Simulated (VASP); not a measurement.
Output of a VASP run:

OSZICAR:
```
       N       E                     dE             d eps       ncg     rms          rms(c)
DAV:   1     0.333125589681E+01    0.33313E+01   -0.40130E+03   584   0.825E+02
DAV:   2    -0.169768974470E+02   -0.20308E+02   -0.18308E+02   800   0.105E+02
DAV:   3    -0.173113223362E+02   -0.33442E+00   -0.33442E+00   672   0.167E+01
DAV:   4    -0.173123875285E+02   -0.10652E-02   -0.10652E-02   840   0.980E-01
DAV:   5    -0.173123895066E+02   -0.19781E-05   -0.19781E-05   696   0.234E-02    0.885E+00
DAV:   6    -0.156604637052E+02    0.16519E+01   -0.67528E+00   616   0.146E+01    0.405E+00
DAV:   7    -0.155948377597E+02    0.65626E-01   -0.33514E-01   864   0.406E+00    0.179E+00
DAV:   8    -0.155834635933E+02    0.11374E-01   -0.18131E-02   568   0.123E+00    0.173E-01
DAV:   9    -0.155836376856E+02   -0.17409E-03   -0.87162E-04   888   0.237E-01    0.126E-01
DAV:  10    -0.155837554274E+02   -0.11774E-03   -0.16068E-04   696   0.108E-01    0.178E-02
DAV:  11    -0.155837576671E+02   -0.22396E-05   -0.27856E-05   760   0.334E-02    0.479E-03
DAV:  12    -0.155837577606E+02   -0.93534E-07   -0.11191E-06   448   0.887E-03
   1 F= -.15583758E+02 E0= -.15583758E+02  d E =-.155838E+02
       N       E                     dE             d eps       ncg     rms          rms(c)
DAV:   1    -0.155839471821E+02   -0.18952E-03   -0.90100E-03   608   0.830E-01    0.108E-01
DAV:   2    -0.155837898138E+02    0.15737E-03   -0.39738E-04   664   0.133E-01    0.527E-02
DAV:   3    -0.155837566889E+02    0.33125E-04   -0.55430E-05   704   0.535E-02    0.128E-02
DAV:   4    -0.155837517312E+02    0.49577E-05   -0.76809E-06   608   0.172E-02    0.658E-03
DAV:   5    -0.155837517939E+02   -0.62704E-07   -0.19800E-07   304   0.377E-03
   2 F= -.15583752E+02 E0= -.15583752E+02  d E =0.596668E-05
       N       E                     dE             d eps       ncg     rms          rms(c)
DAV:   1    -0.155839230504E+02   -0.17132E-03   -0.22594E-03   600   0.415E-01    0.536E-02
DAV:   2    -0.155838817206E+02    0.41330E-04   -0.10119E-04   672   0.669E-02    0.263E-02
DAV:   3    -0.155838727627E+02    0.89579E-05   -0.13871E-05   704   0.267E-02    0.646E-03
DAV:   4    -0.155838711496E+02    0.16131E-05   -0.19382E-06   512   0.867E-03    0.318E-03
DAV:   5    -0.155838710176E+02    0.13201E-06   -0.55963E-08   288   0.209E-03
   3 F= -.15583871E+02 E0= -.15583871E+02  d E =-.113257E-03
```

OUTCAR:
```
------------------------ aborting loop because EDIFF is reached ----------------------------------------
  FORCE on cell =-STRESS in cart. coord.  units (eV):
  Direction    XX          YY          ZZ          XY          YZ          ZX
  --------------------------------------------------------------------------------------
  Total        0.0009858      0.0009858      0.0009858      0.0000000      0.0000000     -0.0000000
  in kB        0.0764387      0.0764387      0.0764387      0.0000000      0.0000000     -0.0000000
  external PRESSURE =       0.0764387 kB  Pullay stress =       0.0000000 kB
  volume of cell :       20.66
      direct lattice vectors                 reciprocal lattice vectors
     0.000000000  2.177939538  2.177939538    -0.229574784  0.229574784  0.229574784
     2.177939538 -0.000000000  2.177939538     0.229574784 -0.229574784  0.229574784
     2.177939538  2.177939538  0.000000000     0.229574784  0.229574784 -0.229574784
  FREE ENERGIE OF THE ION-ELECTRON SYSTEM (eV)
  ---------------------------------------------------
  free  energy   TOTEN  =       -15.5838710176 eV

  energy  without entropy=      -15.5838710176  energy(sigma->0) =      -15.58387102

 reached required accuracy - stopping structural energy minimisation
```
(Selected blocks of OUTCAR.)

### POSCAR
```
SiC
1
    0.0000000000     2.1800000000     2.1800000000
    2.1800000000     0.0000000000     2.1800000000
    2.1800000000     2.1800000000     0.0000000000
Si C
1 1
Direct
  0.0000000000   0.0000000000   0.0000000000
  0.2500000000   0.2500000000   0.2500000000
```

Q: Write an INCAR and KPOINTS that could have produced this output.

A: This is not unique; one that fits is the input of the run itself, AM05 GGA, plane waves, VASP's PBE PAW potentials (set 64).

File KPOINTS:
```
K-points
0
G
  9 9 9
0 0 0
```

**INCAR**
```
SYSTEM=SiC
PREC=Accurate; ENCUT=520; LREAL=F
LASPH=T
EDIFF=1E-6; NELM=100; ALGO=Normal
ISMEAR=0; SIGMA=0.05
GGA=AM
IBRION=2; NSW=60; ISIF=3
EDIFFG=-0.01
LWAVE=F; LCHARG=F
```

POTCAR, in this order: Si C (PBE.64 set). Program: vasp_std.

The compound is SiC in the zinc blende structure. This run relaxes it. Symmetry was kept, so distortions that lower it aren't found.
